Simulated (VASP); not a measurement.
OSZICAR of a VASP run on SnSe2 (1T layered):

OSZICAR:
```
       N       E                     dE             d eps       ncg     rms          rms(c)
DAV:   1     0.186959487119E+03    0.18696E+03   -0.11937E+04   816   0.162E+03
DAV:   2     0.728232999222E+01   -0.17968E+03   -0.17731E+03   882   0.372E+02
DAV:   3    -0.114829146819E+02   -0.18765E+02   -0.18467E+02  1064   0.116E+02
DAV:   4    -0.120503956459E+02   -0.56748E+00   -0.56684E+00   975   0.214E+01
DAV:   5    -0.120643181206E+02   -0.13922E-01   -0.13920E-01  1235   0.341E+00    0.487E+00
DAV:   6    -0.118234725195E+02    0.24085E+00   -0.63079E-01  1196   0.850E+00    0.315E+00
DAV:   7    -0.118089739040E+02    0.14499E-01   -0.14723E-01  1016   0.269E+00    0.102E+00
DAV:   8    -0.118092436023E+02   -0.26970E-03   -0.11717E-02  1007   0.108E+00    0.270E-01
DAV:   9    -0.118097543137E+02   -0.51071E-03   -0.14196E-03   958   0.307E-01    0.808E-02
DAV:  10    -0.118097619110E+02   -0.75972E-05   -0.12750E-04  1157   0.861E-02    0.311E-02
DAV:  11    -0.118097930015E+02   -0.31091E-04   -0.53293E-05   907   0.447E-02    0.958E-03
DAV:  12    -0.118097930004E+02    0.11041E-08   -0.22917E-06   868   0.136E-02
   1 F= -.12886033E+02 E0= -.12886033E+02  d E =-.128860E+02
       N       E                     dE             d eps       ncg     rms          rms(c)
DAV:   1    -0.118083474840E+02    0.14455E-02   -0.71724E-02  1027   0.401E+00    0.286E-01
DAV:   2    -0.118062159791E+02    0.21315E-02   -0.46103E-03  1035   0.112E+00    0.138E-01
DAV:   3    -0.118055757673E+02    0.64021E-03   -0.19533E-03  1035   0.678E-01    0.277E-02
DAV:   4    -0.118055724861E+02    0.32812E-05   -0.98431E-05   868   0.104E-01    0.180E-02
DAV:   5    -0.118055688938E+02    0.35922E-05   -0.92710E-06  1160   0.337E-02    0.451E-03
DAV:   6    -0.118055696212E+02   -0.72741E-06   -0.11456E-06   523   0.135E-02
   2 F= -.12886248E+02 E0= -.12886248E+02  d E =-.215431E-03
       N       E                     dE             d eps       ncg     rms          rms(c)
DAV:   1    -0.118053384511E+02    0.23044E-03   -0.19627E-04  1039   0.210E-01    0.147E-02
DAV:   2    -0.118053322570E+02    0.61940E-05   -0.12709E-05  1023   0.586E-02    0.714E-03
DAV:   3    -0.118053306889E+02    0.15681E-05   -0.53578E-06   878   0.355E-02    0.142E-03
DAV:   4    -0.118053308880E+02   -0.19915E-06   -0.29384E-07   435   0.584E-03
   3 F= -.12886247E+02 E0= -.12886247E+02  d E =-.214432E-03
       N       E                     dE             d eps       ncg     rms          rms(c)
DAV:   1    -0.118045522491E+02    0.77844E-03   -0.22578E-02   847   0.141E+00    0.105E-01
DAV:   2    -0.118043425089E+02    0.20974E-03   -0.12691E-03   947   0.425E-01    0.564E-02
DAV:   3    -0.118042484006E+02    0.94108E-04   -0.19887E-04   984   0.209E-01    0.198E-02
DAV:   4    -0.118042431831E+02    0.52175E-05   -0.26527E-05  1202   0.543E-02    0.747E-03
DAV:   5    -0.118042432322E+02   -0.49103E-07   -0.21359E-06   579   0.135E-02
   4 F= -.12886450E+02 E0= -.12886450E+02  d E =-.203078E-03
       N       E                     dE             d eps       ncg     rms          rms(c)
DAV:   1    -0.118036189140E+02    0.62427E-03   -0.20399E-01   847   0.425E+00    0.316E-01
DAV:   2    -0.118017266498E+02    0.18923E-02   -0.11504E-02   954   0.125E+00    0.170E-01
DAV:   3    -0.118008736480E+02    0.85300E-03   -0.17977E-03  1016   0.622E-01    0.593E-02
DAV:   4    -0.118008181254E+02    0.55523E-04   -0.22926E-04  1204   0.162E-01    0.226E-02
DAV:   5    -0.118008154892E+02    0.26362E-05   -0.20149E-05  1124   0.402E-02    0.978E-03
DAV:   6    -0.118008158598E+02   -0.37059E-06   -0.25964E-06   696   0.180E-02
   5 F= -.12886921E+02 E0= -.12886921E+02  d E =-.673981E-03
       N       E                     dE             d eps       ncg     rms          rms(c)
DAV:   1    -0.118045154233E+02   -0.36999E-02   -0.81871E-01   847   0.848E+00    0.636E-01
DAV:   2    -0.117968633964E+02    0.76520E-02   -0.46330E-02   971   0.242E+00    0.340E-01
DAV:   3    -0.117934261226E+02    0.34373E-02   -0.72906E-03   993   0.121E+00    0.117E-01
DAV:   4    -0.117932030474E+02    0.22308E-03   -0.88785E-04  1187   0.321E-01    0.458E-02
DAV:   5    -0.117931889752E+02    0.14072E-04   -0.73563E-05  1125   0.790E-02    0.203E-02
DAV:   6    -0.117931885495E+02    0.42573E-06   -0.11820E-05   997   0.380E-02    0.396E-03
DAV:   7    -0.117931889510E+02   -0.40159E-06   -0.14056E-06   507   0.114E-02
   6 F= -.12887197E+02 E0= -.12887197E+02  d E =-.949710E-03
       N       E                     dE             d eps       ncg     rms          rms(c)
DAV:   1    -0.118040611370E+02   -0.10873E-01   -0.13022E-01  1081   0.561E+00    0.399E-01
DAV:   2    -0.118002136786E+02    0.38475E-02   -0.73598E-03  1023   0.146E+00    0.183E-01
DAV:   3    -0.117990736609E+02    0.11400E-02   -0.34065E-03  1050   0.900E-01    0.350E-02
DAV:   4    -0.117990486744E+02    0.24986E-04   -0.13331E-04   861   0.124E-01    0.202E-02
DAV:   5    -0.117990302895E+02    0.18385E-04   -0.15111E-05  1152   0.346E-02    0.516E-03
DAV:   6    -0.117990292432E+02    0.10463E-05   -0.89308E-07   483   0.942E-03    0.238E-03
DAV:   7    -0.117990289557E+02    0.28749E-06   -0.19803E-07   424   0.402E-03
   7 F= -.12886910E+02 E0= -.12886910E+02  d E =0.287323E-03
       N       E                     dE             d eps       ncg     rms          rms(c)
DAV:   1    -0.117975560824E+02    0.14732E-02   -0.63440E-02  1082   0.386E+00    0.281E-01
DAV:   2    -0.117956544325E+02    0.19016E-02   -0.36397E-03  1030   0.103E+00    0.128E-01
DAV:   3    -0.117951072261E+02    0.54721E-03   -0.16476E-03  1050   0.629E-01    0.249E-02
DAV:   4    -0.117951015677E+02    0.56583E-05   -0.64888E-05   862   0.855E-02    0.145E-02
DAV:   5    -0.117950986870E+02    0.28808E-05   -0.74631E-06  1143   0.242E-02    0.363E-03
DAV:   6    -0.117950989966E+02   -0.30968E-06   -0.43921E-07   426   0.648E-03
   8 F= -.12887265E+02 E0= -.12887265E+02  d E =-.685034E-04
```

Task: Which electronic solver shows in the log?

Result: It is blocked Davidson (ALGO = Normal, or the opening steps of other solvers). The INCAR had ALGO = Normal.

Task: Can the final energy be trusted as converged?

Result: Self-consistency was reached. It stopped with EDIFF = 1E-6, NELM = 100, NSW = 60 and EDIFFG = -0.02 after 8 ionic steps (PBE GGA with D3 dispersion (Becke-Johnson damping), plane waves, VASP's PBE PAW potentials (set 64)).

The compound is SnSe2 in the 1T layered structure. This run relaxes it. Symmetry was kept, so distortions that lower it aren't found. The start is the result of an earlier pass.
